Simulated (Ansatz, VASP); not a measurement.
# PbSe (Clausthalite): VASP beside Ansatz, part 2 of 3

Aim: how closely do two programs agree when they are given the same cell, functional and k mesh? The cell is taken from a series of runs on this material, whose earlier steps may have relaxed, scaled, displaced or heated it; both programs get it as it stands.

VASP 6.6.1 and Ansatz 0.2.0.

So far: Set-up; Ansatz: zone-centre phonons, PBE.

### Step 3. VASP: zone-centre phonons, PBE

Level of this step: PBE; plane waves and PAW (Se, Pb_d) (VASP).

The same cell, functional and mesh now go to VASP, with its own data sets.

Lines of VASP's logs that name or quote its potential files are left out, and so is its time.

File INCAR:

```
SYSTEM = PbSe
PREC = Accurate
ENCUT = 500
EDIFF = 1E-08
NELM = 120
ISMEAR = 0
SIGMA = 0.01
LREAL = .FALSE.
ALGO = Normal
GGA = PE
NBANDS = 16
LORBIT = 11
LWAVE = .FALSE.
LCHARG = .FALSE.
ISIF = 2
IBRION = 8
LEPSILON = .TRUE.
LASPH = .TRUE.
GGA_COMPAT = .FALSE.
EFERMI = MIDGAP
KPAR = 2
```

File POSCAR:

```
PbSe
1.0
    0.0000000000      3.1498101057      3.1498101057
    3.1498101057      0.0000000000      3.1498101057
    3.1498101057      3.1498101057      0.0000000000
Se Pb
1 1
Direct
    0.5000000000      0.5000000000      0.5000000000
    0.0000000000      0.0000000000      0.0000000000
```

File KPOINTS:

```
Automatic mesh
0
Gamma
16 16 16
0 0 0
```

The projector-augmented-wave data sets are Se and Pb_d (PBE family, release 64).

On the command line:

```console
$ mpirun -np 2 vasp_std
```

The log of the run:

```text
[banner, memory and clock lines left out]
running    2 mpi-ranks, on    1 nodes
 distrk:  each k-point on    1 cores,    2 groups
 distr:  one band on    1 cores,    1 groups

 POSCAR found type information on POSCAR SePb
 POSCAR found :  2 types and       2 ions
 LDA part: xc-table for (Slater+PW92), standard interpolation
 POSCAR, INCAR and KPOINTS ok, starting setup
 FFT: planning ... GRIDC
 FFT: planning ... GRID_SOFT
 FFT: planning ... GRID
 WAVECAR not read
 entering main loop
       N       E                     dE             d eps       ncg     rms          rms(c)
DAV:   1     0.153196993396E+03    0.15320E+03   -0.93534E+03  4640   0.121E+03
DAV:   2     0.253759591291E+01   -0.15066E+03   -0.14646E+03  5048   0.314E+02
DAV:   3    -0.829396294672E+01   -0.10832E+02   -0.10746E+02  5864   0.879E+01
DAV:   4    -0.852957412102E+01   -0.23561E+00   -0.23553E+00  5776   0.160E+01
DAV:   5    -0.853919679258E+01   -0.96227E-02   -0.96225E-02  6632   0.292E+00    0.269E+00
DAV:   6    -0.818577474813E+01    0.35342E+00   -0.96978E-01  6976   0.633E+00    0.141E+00
DAV:   7    -0.818202152511E+01    0.37532E-02   -0.13000E-01  5704   0.173E+00    0.827E-01
DAV:   8    -0.818593890985E+01   -0.39174E-02   -0.15900E-02  5736   0.136E+00    0.207E-01
DAV:   9    -0.818530209424E+01    0.63682E-03   -0.31000E-03  7112   0.497E-01    0.727E-02
DAV:  10    -0.818541859108E+01   -0.11650E-03   -0.25877E-04  5536   0.110E-01    0.225E-02
DAV:  11    -0.818542691580E+01   -0.83247E-05   -0.45390E-05  6400   0.729E-02    0.669E-03
DAV:  12    -0.818542711808E+01   -0.20228E-06   -0.24607E-06  5904   0.113E-02    0.114E-03
DAV:  13    -0.818542720991E+01   -0.91834E-07   -0.23112E-07  6136   0.371E-03    0.104E-03
DAV:  14    -0.818542726437E+01   -0.54456E-07   -0.41561E-08  5624   0.112E-03    0.129E-04
DAV:  15    -0.818542727622E+01   -0.11854E-07   -0.11462E-09  4824   0.261E-04    0.260E-05
DAV:  16    -0.818542728165E+01   -0.54306E-08   -0.17018E-10  3392   0.167E-04
   1 F= -.81854273E+01 E0= -.81854273E+01  d E =0.000000E+00
 Linear response reoptimize wavefunctions to high precision
DAV:   1    -0.818542728149E+01    0.15575E-09   -0.32183E-11  3624   0.712E-05
DAV:   2    -0.818542728149E+01    0.68212E-12   -0.11047E-11  3112   0.390E-05
 Linear response G [H, r] |phi>, progress :
  Direction:   1
       N       E                     dE             d eps       ncg     rms
RMM:   1    -0.782130312263E+02   -0.78213E+02    0.18991E+02  6784   0.118E+02
RMM:   2    -0.757928210868E+02    0.24202E+01   -0.17276E+01  8200   0.248E+01
RMM:   3    -0.760217446866E+02   -0.22892E+00   -0.11277E+00  8561   0.881E+00
RMM:   4    -0.760601644938E+02   -0.38420E-01   -0.32514E-01  8438   0.374E+00
RMM:   5    -0.760599488562E+02    0.21564E-03   -0.37004E-02  8480   0.114E+00
RMM:   6    -0.760600354952E+02   -0.86639E-04   -0.44419E-03  8684   0.445E-01
RMM:   7    -0.760601708073E+02   -0.13531E-03   -0.12319E-03  8729   0.176E-01
RMM:   8    -0.760601179204E+02    0.52887E-04    0.11358E-04  8935   0.637E-02
RMM:   9    -0.760601437902E+02   -0.25870E-04   -0.50912E-05  9046   0.268E-02
RMM:  10    -0.760601242386E+02    0.19552E-04    0.16297E-04  8903   0.122E-02
RMM:  11    -0.760601454153E+02   -0.21177E-04   -0.45087E-05  8054   0.614E-03
RMM:  12    -0.760601420319E+02    0.33835E-05   -0.13412E-05  7602   0.394E-03
RMM:  13    -0.760601418912E+02    0.14068E-06   -0.83569E-06  7208   0.288E-03
RMM:  14    -0.760601413243E+02    0.56686E-06    0.67619E-06  6968   0.243E-03
RMM:  15    -0.760601418058E+02   -0.48146E-06   -0.10188E-05  6646   0.224E-03
RMM:  16    -0.760601412505E+02    0.55530E-06    0.13112E-05  6428   0.215E-03
RMM:  17    -0.760601425506E+02   -0.13002E-05   -0.22917E-05  6231   0.212E-03
RMM:  18    -0.760601410295E+02    0.15211E-05    0.32532E-05  6126   0.209E-03
 Linear response G [H, r] |phi>, progress :
  Direction:   2
       N       E                     dE             d eps       ncg     rms
RMM:   1    -0.826320395504E+02   -0.82632E+02    0.11684E+02  6870   0.116E+02
RMM:   2    -0.948791526695E+02   -0.12247E+02   -0.16247E+01  8178   0.247E+01
RMM:   3    -0.950695392531E+02   -0.19039E+00   -0.98753E-01  8527   0.906E+00
RMM:   4    -0.951185362693E+02   -0.48997E-01   -0.27955E-01  8547   0.351E+00
RMM:   5    -0.951207375970E+02   -0.22013E-02   -0.24990E-02  8464   0.107E+00
RMM:   6    -0.951206565472E+02    0.81050E-04   -0.40558E-03  8830   0.442E-01
RMM:   7    -0.951208199828E+02   -0.16344E-03   -0.11873E-03  8719   0.176E-01
RMM:   8    -0.951207620096E+02    0.57973E-04    0.11558E-04  9078   0.655E-02
RMM:   9    -0.951207902951E+02   -0.28286E-04   -0.57846E-05  9103   0.265E-02
RMM:  10    -0.951207692435E+02    0.21052E-04    0.15657E-04  9044   0.116E-02
RMM:  11    -0.951207913623E+02   -0.22119E-04   -0.52044E-05  8061   0.571E-03
RMM:  12    -0.951207874631E+02    0.38991E-05   -0.30816E-05  7649   0.372E-03
[...]
Direction:   2
       N       E                     dE             d eps       ncg     rms          rms(c)
RMM:   1    -0.473024306580E+01   -0.47302E+01   -0.31226E+01  7793   0.598E+00
RMM:   2    -0.514970779110E+01   -0.41946E+00   -0.12320E-01  8295   0.185E+00
RMM:   3    -0.515645708606E+01   -0.67493E-02   -0.12911E-02  8795   0.667E-01
[...]
RMM:  13    -0.335066201850E+01   -0.61469E-06    0.68702E-08 16478   0.249E-04    0.182E-05
RMM:  14    -0.335066276486E+01   -0.74635E-06    0.48690E-09 11072   0.123E-04    0.470E-06
 change of polarisation eV/A/(eV/A) component  1 :     6.210     0.726     0.403
 dielectric tensor                  component  1 :    18.980     2.101     1.166
 Linear response to external field, progress :
  Direction:   2
       N       E                     dE             d eps       ncg     rms          rms(c)
RMM:   1    -0.290993272110E+01   -0.29099E+01   -0.18664E+01 18982   0.508E+00
RMM:   2    -0.320365189064E+01   -0.29372E+00   -0.81286E-02 20192   0.151E+00    0.236E+00
RMM:   3    -0.315512065547E+01    0.48531E-01   -0.78768E-02 18234   0.192E+00    0.132E+00
RMM:   4    -0.328658008770E+01   -0.13146E+00   -0.10883E-01 19824   0.205E+00    0.284E-01
RMM:   5    -0.334172374232E+01   -0.55144E-01   -0.72075E-03 20264   0.633E-01    0.637E-02
RMM:   6    -0.334623902252E+01   -0.45153E-02   -0.56376E-04 21133   0.168E-01    0.392E-02
RMM:   7    -0.335056063408E+01   -0.43216E-02   -0.15027E-04 19853   0.764E-02    0.762E-03
RMM:   8    -0.335075431644E+01   -0.19368E-03   -0.20357E-05 20725   0.285E-02    0.372E-03
RMM:   9    -0.335063807519E+01    0.11624E-03   -0.30798E-06 20371   0.101E-02    0.725E-04
RMM:  10    -0.335065094749E+01   -0.12872E-04   -0.47217E-07 21432   0.422E-03    0.285E-04
RMM:  11    -0.335066952786E+01   -0.18580E-04   -0.13709E-08 20048   0.145E-03    0.133E-04
RMM:  12    -0.335066039539E+01    0.91325E-05   -0.12286E-07 20884   0.647E-04    0.607E-05
RMM:  13    -0.335066053287E+01   -0.13747E-06    0.62212E-08 16303   0.250E-04    0.181E-05
RMM:  14    -0.335066142434E+01   -0.89147E-06   -0.59334E-08 11269   0.124E-04    0.276E-06
 change of polarisation eV/A/(eV/A) component  2 :     0.284     6.210    -0.008
 dielectric tensor                  component  2 :     0.822    18.980    -0.022
 Linear response to external field, progress :
  Direction:   3
       N       E                     dE             d eps       ncg     rms          rms(c)
RMM:   1    -0.290993327515E+01   -0.29099E+01   -0.18664E+01 18978   0.508E+00
RMM:   2    -0.320365206924E+01   -0.29372E+00   -0.81283E-02 20190   0.151E+00    0.236E+00
RMM:   3    -0.315512974640E+01    0.48522E-01   -0.78843E-02 18233   0.192E+00    0.132E+00
RMM:   4    -0.328656589306E+01   -0.13144E+00   -0.10873E-01 19823   0.205E+00    0.284E-01
RMM:   5    -0.334177227458E+01   -0.55206E-01   -0.72085E-03 20259   0.633E-01    0.637E-02
RMM:   6    -0.334622571789E+01   -0.44534E-02   -0.56499E-04 21133   0.168E-01    0.392E-02
RMM:   7    -0.335056234943E+01   -0.43366E-02   -0.15068E-04 19846   0.766E-02    0.762E-03
RMM:   8    -0.335075489795E+01   -0.19255E-03   -0.20416E-05 20732   0.286E-02    0.372E-03
RMM:   9    -0.335063815954E+01    0.11674E-03   -0.31188E-06 20371   0.101E-02    0.720E-04
RMM:  10    -0.335065137328E+01   -0.13214E-04    0.41389E-08 21435   0.420E-03    0.284E-04
RMM:  11    -0.335066938499E+01   -0.18012E-04   -0.11784E-07 20045   0.145E-03    0.130E-04
RMM:  12    -0.335066068657E+01    0.86984E-05    0.52856E-08 20912   0.644E-04    0.594E-05
RMM:  13    -0.335066076678E+01   -0.80212E-07    0.11391E-07 16254   0.249E-04    0.178E-05
RMM:  14    -0.335066170060E+01   -0.93382E-06    0.26760E-08 11117   0.124E-04    0.265E-06
 change of polarisation eV/A/(eV/A) component  3 :    -0.123     0.223     6.210
 dielectric tensor                  component  3 :    -0.356     0.644    18.980
 Linear response DOF=           2
 Linear response progress:
  Degree of freedom:   1/  2
       N       E                     dE             d eps       ncg     rms          rms(c)
RMM:   1    -0.850510985544E-01   -0.85051E-01    0.84328E-02 23191   0.118E+00
RMM:   2    -0.846041905836E-01    0.44691E-03   -0.13553E-03 19022   0.306E-01    0.695E-02
RMM:   3    -0.850513037506E-01   -0.44711E-03   -0.36763E-04 20633   0.131E-01    0.307E-02
RMM:   4    -0.855001715252E-01   -0.44887E-03   -0.71534E-05 20024   0.524E-02    0.879E-03
RMM:   5    -0.855760978651E-01   -0.75926E-04   -0.83416E-06 20963   0.224E-02    0.514E-03
RMM:   6    -0.855671144440E-01    0.89834E-05   -0.14126E-06 19538   0.784E-03    0.143E-03
RMM:   7    -0.855695171592E-01   -0.24027E-05   -0.13640E-07 21069   0.262E-03    0.552E-04
RMM:   8    -0.855668794524E-01    0.26377E-05   -0.23843E-08 19813   0.102E-03    0.718E-05
RMM:   9    -0.855670317523E-01   -0.15230E-06   -0.49293E-09 21231   0.436E-04    0.687E-05
RMM:  10    -0.855671378995E-01   -0.10615E-06    0.56255E-10 21568   0.173E-04    0.778E-06
RMM:  11    -0.855671575856E-01   -0.19686E-07   -0.10836E-09 20831   0.730E-05    0.452E-06
RMM:  12    -0.855671477606E-01    0.98250E-08   -0.41997E-10 21280   0.342E-05    0.269E-06
 first order change of Fermi-energy   0.58886E-03
 force on displaced ion       1 direction 1 :   0.143   0.000   0.000
 Born effective charge ion    1 direction 1 :  -4.795   0.000   0.000
 Linear response progress:
  Degree of freedom:   2/  2
       N       E                     dE             d eps       ncg     rms          rms(c)
RMM:   1    -0.333455893177E+00   -0.33346E+00   -0.25173E-01 15438   0.498E+00
RMM:   2    -0.335123660183E+00   -0.16678E-02   -0.71135E-03 17690   0.794E-01    0.395E-02
RMM:   3    -0.334886200346E+00    0.23746E-03   -0.70681E-04 19834   0.216E-01    0.237E-02
RMM:   4    -0.334400188895E+00    0.48601E-03   -0.58047E-05 19071   0.687E-02    0.322E-03
RMM:   5    -0.334408526774E+00   -0.83379E-05   -0.77538E-06 19925   0.227E-02    0.206E-03
RMM:   6    -0.334427447791E+00   -0.18921E-04   -0.14296E-06 19652   0.868E-03    0.590E-04
RMM:   7    -0.334431926141E+00   -0.44784E-05   -0.23839E-07 20082   0.322E-03    0.207E-04
RMM:   8    -0.334433688770E+00   -0.17626E-05   -0.56004E-08 20132   0.132E-03    0.422E-05
RMM:   9    -0.334433988930E+00   -0.30016E-06   -0.20735E-08 19859   0.557E-04    0.217E-05
RMM:  10    -0.334433705749E+00    0.28318E-06   -0.76933E-09 20179   0.251E-04    0.952E-06
RMM:  11    -0.334433849449E+00   -0.14370E-06   -0.57001E-09 20270   0.126E-04    0.249E-06
RMM:  12    -0.334433858287E+00   -0.88384E-08    0.57900E-10 20276   0.776E-05    0.163E-06
 first order change of Fermi-energy  -0.63461E-04
 force on displaced ion       2 direction 1 :   0.127   0.000   0.000
 Born effective charge ion    2 direction 1 :   4.796   0.000   0.000
 Born effective charges drift removed
 Linear response finished
```

(Continued in part 3 of 3.)

[Lines on the potential files, build, host, timing and source positions are cut from VASP's logs without a mark.]

[Logs are printed without paths, hosts, clocks, repeated set-up lines and the standing remarks that a program may print on its own settings, such as how far it seeks lower states.]

[Hosts, paths, dates, database ids (printed as entryN), source tags and the programs' standing remarks are cut or masked in the printed files.]
